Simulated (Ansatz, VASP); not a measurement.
## As2Se in VASP and in Ansatz

Contents of INCAR:

```
SYSTEM = As2Se
PREC     = Accurate       ! precision mode
ENCUT    = 520            ! plane-wave cutoff, eV
EDIFF    = 1E-7           ! SCF threshold, eV
ISMEAR   = 1              ! smearing method
SIGMA    = 0.1            ! smearing width, eV
LREAL    = .False.        ! projectors in reciprocal space
LASPH    = .True.         ! aspherical terms in the spheres
NELM     = 60             ! most SCF steps
ALGO     = Normal         ! electronic algorithm
ISIF     = 2              ! what is computed and relaxed
LWAVE    = .False.        ! write WAVECAR
LCHARG   = .True.         ! write CHGCAR
GGA      = PS             ! functional
LELF     = .True.         ! ELF
LVHAR    = .True.       
NBANDS   = 25             ! bands
```

KPOINTS

```
Automatic mesh
0
Gamma
  8 8 8
  0 0 0
```

POSCAR

```
As2Se
1.0
   -3.5294180000      3.5294180000      2.6535710000
    3.5294180000     -3.5294180000      2.6535710000
    3.5294180000      3.5294180000     -2.6535710000
As Se
4 2
Direct
    0.8750000000      0.1250000000      0.7500000000
    0.3750000000      0.1250000000      0.2500000000
    0.8750000000      0.6250000000      0.7500000000
    0.8750000000      0.1250000000      0.2500000000
    0.5000000000      0.5000000000      0.0000000000
    0.2500000000      0.7500000000      0.5000000000
```

Input for Ansatz:

```yaml
crystal:
  lattice:
    - [-3.529418, 3.529418, 2.653571]
    - [3.529418, -3.529418, 2.653571]
    - [3.529418, 3.529418, -2.653571]
  atoms:
    - { symbol: As, position: [0.875, 0.125, 0.75] }
    - { symbol: As, position: [0.375, 0.125, 0.25] }
    - { symbol: As, position: [0.875, 0.625, 0.75] }
    - { symbol: As, position: [0.875, 0.125, 0.25] }
    - { symbol: Se, position: [0.5, 0.5, 0.0] }
    - { symbol: Se, position: [0.25, 0.75, 0.5] }
basis:
  ecutwfc: 420
kpoints:
  mp_grid: { grid: [8, 8, 8] }
hamiltonian:
  xc: pbesol
scf:
  occupations: { method: cold, width: 0.1 }
output:
  forces: true
  stress: true
  eigenvalues: true
```

Alike in both runs: task single point; functional PBEsol; k mesh 8 × 8 × 8; no spin polarisation.

|  | VASP | Ansatz |
| --- | --- | --- |
| version | VASP 6.6.1 | Ansatz 0.2.0 |
| potentials or method | VASP PAW PBE potentials, release 64 (As, Se) | scalar-relativistic, plane waves, PAW |
| plane-wave cutoff (eV) | 520 | 420 |
| occupations | methfessel-paxton of order 1, width 0.1 eV | cold, width 0.1 eV |
| valence electrons in the cell | 32 | 92 |

```tsv
	VASP	Ansatz	Ansatz less VASP
gap on the k mesh at the Fermi level (eV)	none	none	-
pressure (GPa)	-3.3	-3.5	-0.16
largest component of the traceless stress (GPa)	0.62	0.66	+0.038
```

A gap of «none» marks a metal or a gap that the smearing closes. The two sets of potentials don't hold the same shells in valence.

Caveats: the PAW data sets were made with another functional, which shifts forces and pressure a little (VASP).
